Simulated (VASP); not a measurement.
Data:

```
Cs
1.0
   -3.05000     3.05000     3.05000
    3.05000    -3.05000     3.05000
    3.05000     3.05000    -3.05000
Cs
1
Direct
  0.00000   0.00000   0.00000
```

All values below come from PBE GGA, VASP's PBE PAW potentials (set 64) (plane waves; VASP 6.6.1). Settings: 400 eV cut-off, 8×8×8 Γ-centred mesh, first-order Methfessel-Paxton smearing of 0.10 eV, potentials Cs_sv.

Unless said otherwise, spin-orbit coupling is left out, though it shifts the bands of the heavy elements here.

**Question.** What does the run give for the energy per atom (σ→0), band gap (on the k-mesh) with the smallest direct gap where there is one?

**Answer.** 
```yaml
band gap (on the k-mesh): none (metal, semimetal or under 0.01 eV)
energy per atom (σ→0): -0.843 eV/atom
```

The compound is Cs in the bcc structure. The cell was not relaxed at this level.
